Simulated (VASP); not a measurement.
All values below come from HSE06 screened hybrid, VASP's PBE PAW potentials (set 64) (plane waves; VASP 6.6.1).

Input for VASP

**KPOINTS**
```
Automatic mesh
0
G
1 1 1
0 0 0
```

**POSCAR**
```
LiC64
1.0
  7.1465551590   0.0000000000   0.0000000000
  0.0000000000   7.1465551590   0.0000000000
  0.0000000000   0.0000000000   7.1465551590
C Li
64 1
Cart
  3.5818758687   7.1275912739   7.1388297407
  4.5075762529   0.8515754729   0.8717255918
  5.3780675331   1.7774017264   7.1386509253
  6.2608246946   2.6789189619   0.8917776128
  5.3742293749   7.1316014240   1.7855915171
  6.2587346703   0.8917716533   2.6802504344
  0.0064683006   0.0000555302   0.0092233891
  0.9047625812   0.8978536969   0.9014998979
  1.8138255484   1.7650380095   7.1326149949
  2.7896863604   2.5690816039   0.7720150904
  3.5937458895   3.5450749895   7.1328278650
  4.4610482832   4.4544622252   0.9018767436
  5.3588921028   5.3526161803   0.0095654990
  6.2488130884   6.2567712228   0.9008382798
  1.7849048983   7.1387844937   1.7868731346
  2.6835046891   0.8441452266   2.6776497215
  3.6438015146   1.7152901251   1.7065937144
  4.5150558125   2.6758359473   2.6773936247
  5.3670045849   3.5744390677   1.7869652037
  6.2459898590   4.4756003182   2.6880257628
  3.5762062207   7.1339689191   3.5801646311
  4.4702219416   0.8892526734   4.4652731379
  5.3719866636   1.7834890242   3.5799229360
  6.2501531033   2.6810706188   4.4830759908
  5.3641991504   7.1416227789   5.3632672224
  6.2652615741   0.8892257137   6.2552159309
  0.0018655553   3.5717749570   0.0061553408
  0.8577655417   4.5015496508   0.8999868614
  1.7875975151   5.3573981748   0.0061247950
  2.6804391263   6.2450933151   0.8919197042
  7.1444972870   1.7939564184   1.7855097048
  0.8290916957   2.7210997814   2.6972690158
  1.6288044798   3.7306722505   1.8624604826
  2.6384167881   4.5302115799   2.6974869221
  3.5654657158   5.3616568149   1.7859196533
  4.4679824341   6.2472344166   2.6805744821
  7.1426868137   0.0019552882   3.5786032703
  0.8856929185   0.8808489970   4.4838235926
  1.7573599793   1.7534655005   3.6141357860
  2.6825824404   2.6767345423   4.5016501078
  3.6059088040   3.6020165220   3.6142916181
  4.4787646763   4.4736648860   4.4839416123
  5.3576641953   5.3633518534   3.5788115810
  6.2535114225   6.2526023642   4.4712034051
  1.7916012104   7.1356689909   5.3646611352
  2.6847706348   0.8727306597   6.2451614096
  3.5831043508   1.7761510735   5.3661833314
  4.4864031067   2.6746191934   6.2451184288
  5.3702705656   3.5678592143   5.3647775433
  6.2553159655   4.4600186968   6.2613819237
  7.1251530465   5.3807585141   1.7900333120
  0.8838594605   6.2598477034   2.6879424904
  7.1232473790   3.5822133248   3.5984542387
  0.8898562050   4.4694312002   4.4812571968
  1.7772949676   5.3825545542   3.5985407292
  2.6785297012   6.2557308988   4.4832018666
  0.0042087864   1.7878381754   5.3716580436
  0.9026525265   2.6793319620   6.2656916866
  1.7857018807   3.5733861821   5.3789109224
  2.6797368987   4.4563330211   6.2658989453
  3.5714845403   5.3550537288   5.3718949926
  4.4700855710   6.2404092734   6.2554572758
  7.1462729430   5.3596835909   5.3722374520
  0.8994166721   6.2504009672   6.2611459108
  2.6624033665   2.6969293243   2.5621737223
```

INCAR:
```
SYSTEM  =  LiC64
PREC  =  Normal; ENCUT  =  400; LREAL  =  Auto
LASPH  =  .TRUE.; ISYM  =  0
EDIFF  =  1E-5; NELM  =  50; NELMIN  =  4
ALGO  =  Normal
ISMEAR  =  0; SIGMA  =  0.05
GGA  =  PE; LHFCALC  =  .TRUE.; AEXX  =  0.25
HFSCREEN  =  0.2; PRECFOCK  =  Fast
ISPIN  =  2; MAGMOM  =  65*0.0154; NUPDOWN  =  1
ISIF  =  0
LWAVE  =  .FALSE.; LCHARG  =  .FALSE.; LORBIT  =  10
```

POTCAR, in this order: C Li (PBE.64 set). Program: vasp_gam. Read from the step before: WAVECAR.

Output of the run:

OSZICAR:
```
       N       E                     dE             d eps       ncg     rms          rms(c)
DAV:   1    -0.664951249009E+03   -0.66495E+03   -0.85079E+00   648   0.802E+00    0.404E+00
DAV:   2    -0.664977114752E+03   -0.25866E-01   -0.13298E-01   720   0.876E-01    0.244E+00
DAV:   3    -0.664959611712E+03    0.17503E-01   -0.17123E-02   728   0.354E-01    0.133E+00
DAV:   4    -0.664954747593E+03    0.48641E-02   -0.54073E-03   736   0.197E-01    0.702E-01
DAV:   5    -0.664953406176E+03    0.13414E-02   -0.10573E-03   710   0.873E-02    0.380E-01
DAV:   6    -0.664953002602E+03    0.40357E-03   -0.25120E-04   726   0.442E-02    0.205E-01
DAV:   7    -0.664952885528E+03    0.11707E-03   -0.72209E-05   700   0.241E-02    0.110E-01
DAV:   8    -0.664952851209E+03    0.34319E-04   -0.16125E-05   452   0.123E-02    0.615E-02
DAV:   9    -0.664952841229E+03    0.99801E-05   -0.63090E-06   416   0.863E-03
   1 F= -.66495284E+03 E0= -.66495284E+03  d E =-.278889E-11  mag=     1.0000
```

### OUTCAR
```
------------------------ aborting loop because EDIFF is reached ----------------------------------------
  volume of cell :      365.00
      direct lattice vectors                 reciprocal lattice vectors
     7.146555159  0.000000000  0.000000000     0.139927556  0.000000000  0.000000000
     0.000000000  7.146555159  0.000000000     0.000000000  0.139927556  0.000000000
     0.000000000  0.000000000  7.146555159     0.000000000  0.000000000  0.139927556
 POSITION                                       TOTAL-FORCE (eV/Angst)
 -----------------------------------------------------------------------------------
      3.58188      7.12759      7.13883        -0.001878      0.002753      0.015682
      4.50758      0.85158      0.87173         0.024357     -0.022590      0.055341
      5.37807      1.77740      7.13865         0.001859      0.003191      0.021295
      6.26082      2.67892      0.89178        -0.030510     -0.015043     -0.016298
      5.37423      7.13160      1.78559        -0.032253      0.038700     -0.024624
      6.25873      0.89177      2.68025        -0.010604     -0.003769      0.009836
      0.00647      0.00006      0.00922        -0.002659      0.002773     -0.003720
      0.90476      0.89785      0.90150         0.007361      0.017313     -0.028788
      1.81383      1.76504      7.13261         0.012510     -0.001951     -0.005647
      2.78969      2.56908      0.77202         0.194470     -0.191918     -0.083795
      3.59375      3.54507      7.13283         0.009528     -0.005676     -0.007147
      4.46105      4.45446      0.90188        -0.013472     -0.010336     -0.035364
      5.35889      5.35262      0.00957         0.003180      0.004654     -0.010321
      6.24881      6.25677      0.90084         0.026941     -0.019151      0.014319
      1.78490      7.13878      1.78687        -0.019167     -0.037218      0.018666
      2.68350      0.84415      2.67765         0.045616      0.071325     -0.034352
      3.64380      1.71529      1.70659        -0.031963      0.031390      0.064070
      4.51506      2.67584      2.67739        -0.069074     -0.044608     -0.024790
      5.36700      3.57444      1.78697         0.037219      0.019310      0.015826
      6.24599      4.47560      2.68803        -0.001838     -0.013534     -0.010201
      3.57621      7.13397      3.58016         0.013040     -0.015041     -0.011852
      4.47022      0.88925      4.46527        -0.006098      0.005062      0.003941
      5.37199      1.78349      3.57992         0.012992     -0.020460     -0.007665
      6.25015      2.68107      4.48308         0.039485      0.019738     -0.029870
      5.36420      7.14162      5.36327         0.002103      0.001069     -0.001949
      6.26526      0.88923      6.25522        -0.001680      0.013587      0.008829
      0.00187      3.57177      0.00616         0.013100      0.027732      0.011784
      0.85777      4.50155      0.89999        -0.013822      0.015128      0.024127
      1.78760      5.35740      0.00612        -0.030895     -0.014941      0.015018
      2.68044      6.24509      0.89192         0.015367      0.025975     -0.016859
      7.14450      1.79396      1.78551         0.004438      0.010634      0.031175
      0.82909      2.72110      2.69727         0.047781     -0.027534      0.025967
      1.62880      3.73067      1.86246        -0.134977      0.131747      0.212906
      2.63842      4.53021      2.69749         0.025426     -0.042798      0.024083
      3.56547      5.36166      1.78592        -0.012296     -0.013306      0.027822
      4.46798      6.24723      2.68057        -0.006787      0.013088      0.005358
      7.14269      0.00196      3.57860         0.018497     -0.008383     -0.003151
      0.88569      0.88085      4.48382        -0.026318     -0.021809      0.022673
      1.75736      1.75347      3.61414         0.010901      0.102170     -0.090519
      2.68258      2.67673      4.50165         0.032155     -0.032743      0.018101
      3.60591      3.60202      3.61429        -0.100249     -0.011647     -0.095474
      4.47876      4.47366      4.48394         0.012648      0.026698      0.025529
      5.35766      5.36335      3.57881         0.005922     -0.021061     -0.005223
      6.25351      6.25260      4.47120        -0.002419     -0.000003      0.007132
      1.79160      7.13567      5.36466         0.007499      0.022494      0.022767
      2.68477      0.87273      6.24516        -0.048441     -0.011346     -0.017617
      3.58310      1.77615      5.36618        -0.007470      0.011167     -0.002063
      4.48640      2.67462      6.24512         0.012576      0.045315     -0.013467
      5.37027      3.56786      5.36478        -0.025789     -0.010047      0.022362
      6.25532      4.46002      6.26138        -0.011368      0.011850     -0.006406
      7.12515      5.38076      1.79003        -0.007708      0.004937     -0.063911
      0.88386      6.25985      2.68794         0.011624      0.004963     -0.008414
      7.12325      3.58221      3.59845        -0.025721     -0.060353      0.014492
      0.88986      4.46943      4.48126         0.005154     -0.003774      0.015225
      1.77729      5.38255      3.59854         0.057598      0.030043      0.015080
      2.67853      6.25573      4.48320        -0.024906     -0.040385     -0.030595
      0.00421      1.78784      5.37166         0.001615     -0.013022     -0.011801
      0.90265      2.67933      6.26569         0.004476     -0.027313      0.012689
      1.78570      3.57339      5.37891        -0.011348      0.015655     -0.030588
      2.67974      4.45633      6.26590         0.031497      0.000581      0.007457
      3.57148      5.35505      5.37189         0.014977     -0.007238     -0.013745
      4.47009      6.24041      6.25546        -0.017129      0.005067      0.005189
      7.14627      5.35968      5.37224         0.001562     -0.005185     -0.002590
      0.89942      6.25040      6.26115        -0.014916      0.016453     -0.002676
      2.66240      2.69693      2.56217        -0.021720      0.021621     -0.043259
 -----------------------------------------------------------------------------------
    total drift:                               -0.047544      0.052015     -0.042660
  FREE ENERGIE OF THE ION-ELECTRON SYSTEM (eV)
  ---------------------------------------------------
  free  energy   TOTEN  =      -664.9528412289 eV

  energy  without entropy=     -664.9528412289  energy(sigma->0) =     -664.95284123

  exchange ACFDT corr.  =         0.00000000  see jH, gK, PRB 81, 115126

 total charge

# of ion       s       p       d       tot
------------------------------------------
    1        0.834   1.755   0.000   2.589
    2        0.839   1.788   0.000   2.627
    3        0.833   1.755   0.000   2.589
    4        0.831   1.757   0.000   2.588
    5        0.833   1.770   0.000   2.603
    6        0.831   1.751   0.000   2.582
    7        0.830   1.747   0.000   2.577
    8        0.828   1.745   0.000   2.573
    9        0.833   1.770   0.000   2.603
   10        0.841   1.783   0.000   2.624
   11        0.833   1.770   0.000   2.603
   12        0.828   1.745   0.000   2.573
   13        0.830   1.747   0.000   2.577
   14        0.834   1.772   0.000   2.605
   15        0.832   1.761   0.000   2.592
   16        0.830   1.734   0.000   2.564
   17        0.841   1.758   0.000   2.599
   18        0.830   1.734   0.000   2.564
   19        0.832   1.761   0.000   2.592
   20        0.834   1.752   0.000   2.587
   21        0.831   1.758   0.000   2.589
   22        0.830   1.750   0.000   2.580
   23        0.831   1.758   0.000   2.588
...
```
(Selected blocks of OUTCAR.)

The supercell is sampled at Γ alone, which is coarse: total energies, pressure and levels can be off, energies of defects by several tenths of an eV.

The cell is a supercell with a defect, built from C (diamond): Li_i. The cell's shape comes from a PBE relaxation.
